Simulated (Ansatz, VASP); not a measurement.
**Al (Al(111)) in two plane-wave programs**

Wanted: the spread between two codes on one cell, functional and k mesh. Of the first pair: The cell is taken from a series of runs on this material, whose earlier steps may have relaxed, scaled, displaced or heated it; both programs get it as it stands.

Main program and level: Ansatz 0.2.0; plane waves, with VASP 6.6.1 beside it; single point at PBE.

## Step 1: The structure

The cell holds 7 atoms: 7 Al. Its edges and angles: a = 2.864 Å, b = 2.864 Å, c = 30.030 Å, α = 90.0°, β = 90.0°, γ = 60.0°. Vacuum lies along c.

As a file:

```xyz
7
Lattice="2.8638 0.0000 0.0000 1.4319 2.4801 0.0000 0.0000 0.0000 30.0296" Properties=species:S:1:pos:R:3
Al    0.0000    0.0000    8.0000
Al    1.4319    0.8267   10.3383
Al    2.8638    1.6534   12.6765
Al    0.0000    0.0000   15.0031
Al    1.4319    0.8267   17.3281
Al    2.8638    1.6534   19.6302
Al    0.0000    0.0000   21.9750
```

## Step 2: VASP: single point, PBE, pair 1

With cell and atoms fixed, the geometry can't cause a difference; cores, projectors, grids and the points listed under the comparison can.

Lines of VASP's logs that name or quote its potential files are left out, and so is its time.

INCAR

```
SYSTEM = Al
PREC = Accurate
ENCUT = 400
EDIFF = 1E-06
NELM = 120
ISMEAR = -1
SIGMA = 0.1
LREAL = .FALSE.
ALGO = Normal
GGA = PE
NBANDS = 17
LORBIT = 11
LWAVE = .FALSE.
LCHARG = .FALSE.
ISIF = 2
LDIPOL = .TRUE.
IDIPOL = 3
DIPOL = 0.5 0.5 0.499
LVHAR = .TRUE.
LASPH = .TRUE.
GGA_COMPAT = .FALSE.
NELMDL = -8
KPAR = 2
```

POSCAR

```
Al
1.0
    2.8637824638      0.0000000000      0.0000000000
    1.4318912319      2.4801083646      0.0000000000
    0.0000000000      0.0000000000     30.0296115413
Al
7
Direct
    0.0000000000      0.0000000000      0.2664037125
    0.3333333333      0.3333333333      0.3442691417
    0.6666666667      0.6666666667      0.4221345708
    0.0000000000      0.0000000000      0.4996089856
    0.3333333333      0.3333333333      0.5770321250
    0.6666666667      0.6666666667      0.6536934673
    0.0000000000      0.0000000000      0.7317767900
```

KPOINTS

```
Automatic mesh
0
Gamma
13 13 1
0 0 0
```

Potentials, in the order of the species: Al (PBE family, release 64).

Launch:

```
$ mpirun -np 2 vasp_std
```

Numbers of over 12 decimals in the logs are rounded to 6 here.

Log:

```text
[banner, memory and clock lines left out]
running    2 mpi-ranks, on    1 nodes
 distrk:  each k-point on    1 cores,    2 groups
 distr:  one band on    1 cores,    1 groups

 POSCAR found type information on POSCAR Al
 POSCAR found :  1 types and       7 ions
 LDA part: xc-table for (Slater+PW92), standard interpolation
 POSCAR, INCAR and KPOINTS ok, starting setup
 FFT: planning ... GRIDC
 FFT: planning ... GRID_SOFT
 FFT: planning ... GRID
 WAVECAR not read
 entering main loop
       N       E                     dE             d eps       ncg     rms          rms(c)
DAV:   1     0.437076389337E+02    0.43708E+02   -0.59823E+03   714   0.728E+02
DAV:   2    -0.231348690739E+02   -0.66843E+02   -0.64078E+02   938   0.129E+02
DAV:   3    -0.261696550049E+02   -0.30348E+01   -0.29284E+01   982   0.269E+01
DAV:   4    -0.262876772081E+02   -0.11802E+00   -0.11721E+00  1192   0.607E+00
DAV:   5    -0.262907253398E+02   -0.30481E-02   -0.30464E-02  1113   0.835E-01
DAV:   6    -0.262908252785E+02   -0.99939E-04   -0.99934E-04  1193   0.155E-01
DAV:   7    -0.262908281417E+02   -0.28632E-05   -0.28630E-05  1081   0.221E-02
DAV:   8    -0.262908281859E+02   -0.44175E-07   -0.44093E-07   841   0.342E-03    0.369E+00
DAV:   9    -0.269458880056E+02   -0.65506E+00   -0.19101E+01   913   0.140E+01    0.340E+00
DAV:  10    -0.257980101233E+02    0.11479E+01   -0.14409E+01   967   0.133E+01    0.206E+00
DAV:  11    -0.286164601049E+02   -0.28184E+01   -0.36359E+01  1122   0.202E+01    0.404E+00
DAV:  12    -0.255081423563E+02    0.31083E+01   -0.26163E+01  1116   0.148E+01    0.580E-01
DAV:  13    -0.255184377099E+02   -0.10295E-01   -0.45825E-01   888   0.255E+00    0.409E-01
DAV:  14    -0.255147902523E+02    0.36475E-02   -0.46617E-02  1008   0.940E-01    0.283E-01
[...]
DAV:  22    -0.255118310006E+02   -0.41829E-04   -0.14031E-05   844   0.155E-02    0.467E-03
DAV:  23    -0.255118492102E+02   -0.18210E-04   -0.18235E-05   737   0.111E-02    0.361E-03
DAV:  24    -0.255118574790E+02   -0.82688E-05   -0.10552E-06   623   0.387E-03    0.226E-03
DAV:  25    -0.255119056260E+02   -0.48147E-04   -0.42886E-06   656   0.509E-03    0.134E-03
DAV:  26    -0.255119307010E+02   -0.25075E-04   -0.26061E-06   635   0.348E-03    0.472E-04
DAV:  27    -0.255119363494E+02   -0.56484E-05   -0.28872E-07   560   0.161E-03    0.438E-04
DAV:  28    -0.255119403064E+02   -0.39571E-05   -0.35238E-07   506   0.123E-03    0.845E-05
DAV:  29    -0.255119407778E+02   -0.47133E-06   -0.23000E-08   506   0.568E-04
   1 F= -.25511941E+02 E0= -.25458713E+02  d E =-.106456E+00
```

OUTCAR, selected parts (step 2):

```text
ion  position               nearest neighbor table
   1  0.000  0.000  0.266-   2 2.86   2 2.86   2 2.86
   2  0.333  0.333  0.344-   3 2.86   3 2.86   3 2.86   1 2.86   1 2.86   1 2.86
   3  0.667  0.667  0.422-   4 2.85   4 2.85   4 2.85   2 2.86   2 2.86   2 2.86
   4  0.000  0.000  0.500-   5 2.85   5 2.85   5 2.85   3 2.85   3 2.85   3 2.85
   5  0.333  0.333  0.577-   6 2.83   6 2.83   6 2.83   4 2.85   4 2.85   4 2.85
   6  0.667  0.667  0.654-   5 2.83   5 2.83   5 2.83   7 2.87   7 2.87   7 2.87
   7  0.000  0.000  0.732-   6 2.87   6 2.87   6 2.87

  LATTYP: Found a hexagonal cell.
 ALAT       =     2.8637824638
 C/A-ratio  =    10.4859960282

 Subroutine GETGRP returns: Found  6 space group operations
 (whereof  6 operations were pure point group operations)

The static configuration has the point symmetry C_3v.

 Found     21 irreducible k-points:

   k-points           NKPTS =     21   k-points in BZ     NKDIM =     21   number of bands    NBANDS=     17

   dimension x,y,z NGX =    20 NGY =   20 NGZ =  196
   dimension x,y,z NGXF=    40 NGYF=   40 NGZF=  392

   ENCUT  =  400.0 eV  29.40 Ry    5.42 a.u.   4.67  4.67 48.97*2*pi/ulx,y,z

   NELECT =      21.0000    total number of electrons

 k-points in reciprocal lattice and weights: Automatic mesh
   0.00000000  0.00000000  0.00000000       0.006
   0.07692308 -0.00000000  0.00000000       0.036
   0.15384615 -0.00000000  0.00000000       0.036
   0.23076923 -0.00000000  0.00000000       0.036
   0.30769231 -0.00000000  0.00000000       0.036
   0.38461538 -0.00000000  0.00000000       0.036
   0.46153846  0.00000000  0.00000000       0.036
   0.15384615  0.07692308  0.00000000       0.036
   0.23076923  0.07692308  0.00000000       0.071
[...]
-0.38461538  0.23076923  0.00000000       0.036
  -0.38461538  0.30769231  0.00000000       0.036

 dipolmoment           0.000000      0.000000     -0.000283 electrons x Angstroem

 average (electrostatic) potential at core
       1 -78.1785       2 -78.1000       3 -78.0704       4 -78.0812       5 -78.0580
       6 -78.0888       7 -78.1811

 E-fermi :   2.5261

 k-point     1 :       0.0000    0.0000    0.0000
  band No.  band energies     occupation
    ...
      6      -4.2776      2.00000
      7      -2.7642      2.00000
      8      -1.2797      2.00000
      9       0.5602      2.00000
     10       2.4112      1.51861
     11       4.2007      0.00000
     12       5.6325      0.00000
     13       6.2678      0.00000
     14       7.2169      0.00000
     15       7.2807      0.00000
    ...

 k-point     2 :       0.0769   -0.0000    0.0000
  band No.  band energies     occupation
    ...
      6      -4.1386      2.00000
      7      -2.6251      2.00000
      8      -1.1466      2.00000
      9       0.6934      2.00000
     10       2.5423      0.91916
     11       4.3299      0.00000
     12       5.7649      0.00000
     13       6.4074      0.00000
     14       7.3472      0.00000
     15       7.4163      0.00000
    ...

 k-point     3 :       0.1538   -0.0000    0.0000
  band No.  band energies     occupation
    ...
      5      -5.0001      2.00000
      6      -3.7225      2.00000
      7      -2.2094      2.00000
      8      -0.7478      2.00000
      9       1.0905      2.00000
     10       2.9297      0.03472
     11       4.7041      0.00000
     12       6.1389      0.00000
     13       6.8134      0.00000
     14       7.6290      0.00000
    ...

  Total       -1.2656978     -1.2656978     -0.2108526      0.0000000      0.0000000      0.0000000
  in kB       -9.5078036     -9.5078036     -1.5839050      0.0000000      0.0000000      0.0000000
  external PRESSURE =      -6.8665041 kB  Pullay stress =       0.0000000 kB

  energy-cutoff  :      400.00
  volume of cell :      213.29
      direct lattice vectors                 reciprocal lattice vectors
     2.863782464  0.000000000  0.000000000     0.349188534 -0.201604094  0.000000000
     1.431891232  2.480108365  0.000000000     0.000000000  0.403208188  0.000000000
     0.000000000  0.000000000 30.029611541     0.000000000  0.000000000  0.033300464

 POSITION                                       TOTAL-FORCE (eV/Angst)
 -----------------------------------------------------------------------------------
      0.00000      0.00000      8.00000         0.000000     -0.000000     -0.020536
      1.43189      0.82670     10.33827        -0.000000      0.000000      0.111525
      2.86378      1.65341     12.67654        -0.000000      0.000000     -0.086421
      0.00000      0.00000     15.00306         0.000000     -0.000000     -0.000642
      1.43189      0.82670     17.32805         0.000000      0.000000     -0.003014
      2.86378      1.65341     19.63016        -0.000000     -0.000000      0.001474
      0.00000      0.00000     21.97497         0.000000     -0.000000     -0.002387
 -----------------------------------------------------------------------------------
    total drift:                                0.000000      0.000000      0.000042

  FREE ENERGIE OF THE ION-ELECTRON SYSTEM (eV)
  ---------------------------------------------------
  free  energy   TOTEN  =       -25.5119407778 eV

  energy  without entropy=      -25.4054850026  energy(sigma->0) =      -25.45871289

 vacuum level on the upper side and lower side of the slab         6.546         6.554

 total charge
# of ion       s       p       d       tot
------------------------------------------
    1        0.452   0.306   0.000   0.758
    2        0.429   0.339   0.000   0.767
    3        0.429   0.338   0.000   0.768
    4        0.431   0.336   0.000   0.767
    5        0.429   0.341   0.000   0.770
    6        0.428   0.341   0.000   0.770
    7        0.452   0.305   0.000   0.758
--------------------------------------------------
tot          3.051   2.307   0.000   5.358

[... 3 further parts left out ...]
```

## Step 3: Ansatz: single point, PBE, pair 1

Ansatz runs on its default PAW (the set named soft_2) files.

The same cell, functional, mesh and smearing now go to Ansatz, which takes its cutoff from its data sets.

input.yaml

```yaml
crystal:
  lattice:
    - [2.8637824638, 0.0, 0.0]
    - [1.4318912319, 2.4801083646, 0.0]
    - [0.0, 0.0, 30.0296115413]
  atoms:
    - { symbol: Al, position: [0.0, 0.0, 0.2664037125] }
    - { symbol: Al, position: [0.3333333333, 0.3333333333, 0.3442691417] }
    - { symbol: Al, position: [0.6666666667, 0.6666666667, 0.4221345708] }
    - { symbol: Al, position: [0.0, 0.0, 0.4996089856] }
    - { symbol: Al, position: [0.3333333333, 0.3333333333, 0.577032125] }
    - { symbol: Al, position: [0.6666666667, 0.6666666667, 0.6536934673] }
    - { symbol: Al, position: [0.0, 0.0, 0.73177679] }
kpoints:
  mp_grid: { grid: [13, 13, 1] }
hamiltonian:
  xc: pbe
scf:
  occupations: { method: fermi_dirac, width: 0.1 }
efield:
  axis: 3
  dipole_correction: true
  ramp_width: 0.05
output:
  forces: true
  write_potential: true
  write_density: true
  volumetric_format: npy
```

Launch:

```
$ ansatz run input.yaml --threads 4 --pin off --max-ram 8192MiB --backend cpu --events-out ev --progress --plain --runs-dir out
```

Log:

```text
Engine: ansatz 0.2.0, aarch64-unknown-linux-gnu
Pseudopotentials: kind: paw
Pseudopotential: Al, paw, valence charge 3, recommended cutoff 420 eV (normal), Al.paw.azcp
Functional definition: PBE
  parameter kappa = 0.804
  parameter beta = 0.066725
  exchange = pbe_x(kappa = kappa, mu = beta*pi^2/3)
  correlation = pbe_c(beta = beta)
Crystal: 7 atoms, lattice volume = 213.285 Å³
Basis set: ecut = 420 eV, 4169 PW (Γ), exchange–correlation on 40×40×432 points (8 copies of the dense FFT grid, shifted against one another)
Bands: 18, of which v1, the nominal top of the filled ones, is band 11 counted from 1 (10 counted from 0)
Symmetry: 6 space group operations
Space group: P3m1 (ITA 156), of the structure as read, at distance tolerance 6.0e-5 Å
k-points: 21 of 169 (time reversal used)
Non-local potential: Al, projectors of the file, l = 0: 2, l = 1: 2, l = 2: 1
PAW form: soft (Blöchl's): semilocal exchange-correlation on the pseudo side does not see the compensation charge
PAW one-centre angular grid: Al, 110 points (default); XC on 64 Gauss nodes
Initial density: superposition of atomic densities (neutral atoms: chi_scale 0, normalization atom), corrected by the library's trained network
Initial wavefunctions: pseudopotential atomic-orbital guess
Functional: x = pbe(κ = 0.804, μ = 0.219515), c = pbe(β = 0.066725)
SCF iter   1: F=—  HF=-3761.810959 eV  |F-HF|=—  |Δ(HF+E_count)|=         —  Δρ=1.20e-3  dr2=6.41e-2  ethr=1.77e-3  p=-0.000 e·Å  D=-1.68e-6 V/Å  ΔV_dip=0.00 eV  dr2_dipole=2.55e-6  V_vac-E_F(+/−)=3.98/3.98 eV  ⟨swp⟩=10.0  Hψ=2942  notcnv=0
efield: sawtooth ramp at fractional position 0.9741 (placed from the atoms, in the widest stretch of the axis that holds none; the zero of the levels goes with the place), width 0.0500; the density the first Hamiltonian is built on has a dipole p = -0.000 e·Å; the dipole correction subtracts the counter field D = -1.68e-6 V/Å, which shifts the + side's vacuum level by +0.00 eV against the − side's; the planar-averaged density in the ramp window peaks in size at 9.4e-6 e/Å³
preconditioner: auto → LDOS  [metal: Δε(μ)=0.068 eV  Ē_g=6.915 eV  σ=0.100 eV  W_gap=0.17  n_scr=16 (ndim 8)  ℏωp=11.7 eV  f_vac=0.378  D(μ)=3.24/eV (n_scr^D=14)  β→1.0]
SCF iter   2: F=—  HF=-3761.809147 eV  |F-HF|=—  |Δ(HF+E_count)|=   1.81e-3  Δρ=3.65e-4  dr2=6.46e-4  ethr=3.05e-4  p=0.000 e·Å  D=2.44e-4 V/Å  ΔV_dip=-0.01 eV  dr2_dipole=4.25e-7  V_vac-E_F(+/−)=4.03/4.03 eV  ⟨swp⟩=1.5  Hψ=578  notcnv=0  defer=9
SCF iter   3: F=—  HF=-3761.809216 eV  |F-HF|=—  |Δ(HF+E_count)|=   6.88e-5  Δρ=1.31e-4  dr2=2.03e-4  ethr=3.08e-6  p=0.000 e·Å  D=2.37e-4 V/Å  ΔV_dip=-0.01 eV  dr2_dipole=4.92e-8  V_vac-E_F(+/−)=4.02/4.03 eV  ⟨swp⟩=2.8  Hψ=699  notcnv=0  defer=9
SCF iter   4: F=—  HF=-3761.809203 eV  |F-HF|=—  |Δ(HF+E_count)|=   1.34e-5  Δρ=2.18e-5  dr2=3.68e-6  ethr=9.69e-7  p=0.000 e·Å  D=2.47e-4 V/Å  ΔV_dip=-0.01 eV  dr2_dipole=6.48e-10  V_vac-E_F(+/−)=4.02/4.03 eV  ⟨swp⟩=2.2  Hψ=530  notcnv=0  defer=9
SCF iter   5: F=—  HF=-3761.809207 eV  |F-HF|=—  |Δ(HF+E_count)|=   4.02e-6  Δρ=6.16e-6  dr2=1.37e-7  ethr=1.75e-8  p=0.000 e·Å  D=2.45e-4 V/Å  ΔV_dip=-0.01 eV  dr2_dipole=9.45e-9  V_vac-E_F(+/−)=4.02/4.03 eV  ⟨swp⟩=2.3  Hψ=641  notcnv=0  defer=9
SCF iter   6: F=-3761.809207 eV  HF=-3761.809207 eV  |F-HF|=4.37e-11  |Δ(HF+E_count)|=   1.59e-7  Δρ=1.49e-6  dr2=2.50e-8  ethr=4.76e-10  p=0.000 e·Å  D=2.44e-4 V/Å  ΔV_dip=-0.01 eV  dr2_dipole=5.64e-10  V_vac-E_F(+/−)=4.02/4.03 eV  ⟨swp⟩=16.2  Hψ=3298  notcnv=0
SCF 1 converged in 6 iterations: F = -3761.809207 eV  dr2 = 2.50e-8
  greatest PAW one-centre occupation: 0.463 electrons in one spin orbital (limit 2), on the Al atom at site 0 (counted from 0), in its partial waves of l = 0
WARN: The input density's exchange-correlation potential varies sharply where the density is thin. Do not read a vacuum level from v_tot or v_xc, or from such a field of the output density. On a cell that repeats whose density bears no net charge and no dipole along the vacuum's axis use v_es (v_loc + v_h of the components); under efield.dipole_correction with no amplitude use v_es + v_field, which holds any external [...]
SCF converged after 6 iterations
Free energy (F): -3761.809207 eV
Harris-Foulkes:  -3761.809207 eV  (|F-HF|=4.37e-11)
Internal energy: -3761.702586 eV  (E = F + TS)
E sigma→0 (E₀):  -3761.755896 eV
Entropy (-TS):   -0.106621 eV (-15.232 meV/atom)
Fermi energy:    2.494579 eV
Dipole field:    D = 0.000213 V/Å  (p = 0.000251 e·Å, saw-weighted, corrected)
Work function:   Φ+ = 4.0193 eV   Φ− = 4.0257 eV
Levels:          The Fermi level and band energies are counted from a zero that moves with the ramp; work functions are not
--- Per-component energies (eV) ---
  E_band       = -37.018265
  E_kinetic    = 155.551489
  E_local      = -5845.951077  (includes V_loc(G=0)·N_el)
  E_nonlocal   = 72.599112
  E_hartree    = 2902.967384
  E_xc         = -275.866515
  E_vxc        = -199.649108  (∫ρ·V_xc dr)
  E_paw        = -3271.193512  (= ΣΔE_a)
  E_vpaw       = -25.497811  (= ΣTr[D̂ρ^β])
  E_aug_tail   = -0.000015  (compensation charges beyond the density's cutoff)
  E_efield     = 0.000000  (sawtooth field / dipole correction)
  E_vefield    = -0.000025  (∫n·V_field dr)
  E_ewald      = 2500.190550
  E_smearing   = -0.106621  (= −TS)
  E_closure    = 0.000000  (closes the sum)
  Σ components = -3761.809207   (vs F -3761.809207, Δ=0.00e0)
--- Forces (eV/Å), atoms counted from 1 ---
  atom   1  Al     0.00000000    -0.00000000    -0.02158895
  atom   2  Al    -0.00000000     0.00000000     0.11082552
  atom   3  Al     0.00000000     0.00000000    -0.08615690
  atom   4  Al     0.00000000     0.00000000    -0.00067639
  atom   5  Al    -0.00000000     0.00000000    -0.00336276
  atom   6  Al    -0.00000000     0.00000000     0.00223707
  atom   7  Al    -0.00000000     0.00000000    -0.00127312
  max |Σ_I F_I| component: 4.47e-6 eV/Å
--- Band table (eV; the first three rows and the last of 21) ---
  k-point 0: bands = [... 7 lower, -1.3055, 0.5311, 2.3800, 4.1668, 5.5954, 6.2303, 7.1688, 7.2597, ... 3 higher]
  k-point 1: bands = [... 7 lower, -1.1726, 0.6642, 2.5109, 4.2959, 5.7276, 6.3698, 7.2990, 7.3950, ... 3 higher]
  k-point 2: bands = [... 7 lower, -0.7743, 1.0609, 2.8979, 4.6695, 6.1011, 6.7753, 7.5849, 7.7733, ... 3 higher]
  k-point 20: bands = [... 7 lower, 0.3028, 0.7809, 0.8039, 0.8676, 1.4607, 1.7726, 2.1635, 2.9550, ... 3 higher]
```

## Step 4: Side by side

Known differences besides the potentials themselves: the cutoff is 420 eV in Ansatz and 400 eV in VASP. Total energies have different zeros and are not compared.

The two programs side by side:

```csv
quantity,Ansatz,VASP,difference
"work function, lower of the two faces (eV)",4.02,4.02,0.00
"work function, higher of the two faces (eV)",4.03,4.03,0.00
```

Forces (eV/Å; atoms numbered as in POSCAR):

```csv
atom,"Ansatz x, y, z","VASP x, y, z"
Al1,"0.000, 0.000, -0.022","0.000, 0.000, -0.021"
Al2,"0.000, 0.000, 0.111","0.000, 0.000, 0.112"
Al3,"0.000, 0.000, -0.086","0.000, 0.000, -0.086"
Al4,"0.000, 0.000, -0.001","0.000, 0.000, -0.001"
Al5,"0.000, 0.000, -0.003","0.000, 0.000, -0.003"
Al6,"0.000, 0.000, 0.002","0.000, 0.000, 0.001"
Al7,"0.000, 0.000, -0.001","0.000, 0.000, -0.002"
```

The forces differ by 0.4 meV/Å r.m.s., which is 1.3 % of the r.m.s. force of 0.031 eV/Å (both taken over all components). With vacuum in the cell, a pressure given here is an average over mostly empty space and none of the material.

## Step 5: Ansatz: relaxation, PBE

The two programs are compared at the cell with which this relaxation starts, whose forces are those of its first step.

The structure compared here is the start of the Ansatz relaxation; VASP solves that cell, so the two are compared at the walk's first step.

input.yaml

```yaml
crystal:
  lattice:
    - [2.8637824638, 0.0, 0.0]
    - [1.4318912319, 2.4801083646, 0.0]
    - [0.0, 0.0, 30.0296115413]
  atoms:
    - { symbol: Al, position: [0.0, 0.0, 0.2664037125] }
    - { symbol: Al, position: [0.3333333333, 0.3333333333, 0.3442691417] }
    - { symbol: Al, position: [0.6666666667, 0.6666666667, 0.4221345708] }
    - { symbol: Al, position: [0.0, 0.0, 0.5] }
    - { symbol: Al, position: [0.3333333333, 0.3333333333, 0.5778654292] }
    - { symbol: Al, position: [0.6666666667, 0.6666666667, 0.6557308583] }
    - { symbol: Al, position: [0.0, 0.0, 0.7335962875] }
kpoints:
  mp_grid: { grid: [13, 13, 1] }
hamiltonian:
  xc: pbe
scf:
  occupations: { method: fermi_dirac, width: 0.1 }
efield:
  axis: 3
  dipole_correction: true
  ramp_width: 0.05
relax:
  f_tol: 0.02
  max_steps: 60
  constraints: [{ sites: [0, 1, 2] }]
output:
  write_potential: true
  write_density: true
  volumetric_format: npy
```

Log:

```text
[...]
Crystal: 7 atoms, lattice volume = 213.285 Å³
Basis set: ecut = 420 eV, 4169 PW (Γ), exchange–correlation on 40×40×432 points (8 copies of the dense FFT grid, shifted against one another)
Bands: 18, of which v1, the nominal top of the filled ones, is band 11 counted from 1 (10 counted from 0)
Symmetry: 6 space group operations
[...]
atoms:
    - { symbol: Al, position: [0.0, 0.0, 0.266404] }
    - { symbol: Al, position: [0.333333, 0.333333, 0.3442691417] }
    - { symbol: Al, position: [0.666667, 0.666667, 0.4221345708] }
    - { symbol: Al, position: [3.034739519245841e-19, 0, 0.499609] }
    - { symbol: Al, position: [0.333333, 0.333333, 0.577032] }
    - { symbol: Al, position: [0.666667, 0.666667, 0.653693] }
    - { symbol: Al, position: [1.4121477013986336e-18, 0, 0.731777] }
[key lines of the parts left out:]
SCF converged after 4 iterations
Free energy (F): -3761.809207 eV
Fermi energy:    2.494778 eV
Dipole field:    D = 0.000137 V/Å  (p = 0.000161 e·Å, saw-weighted, corrected)
Work function:   Φ+ = 4.0201 eV   Φ− = 4.0243 eV
```

(Part 1 of 2 ends here.)

[Lines on the potential files, build, host, timing and source positions are cut from VASP's logs without a mark.]

[Logs are printed without paths, hosts, clocks, repeated set-up lines and the standing remarks that a program may print on its own settings, such as how far it seeks lower states.]

[Hosts, paths, dates, database ids (printed as entryN), source tags and the programs' standing remarks are cut or masked in the printed files.]
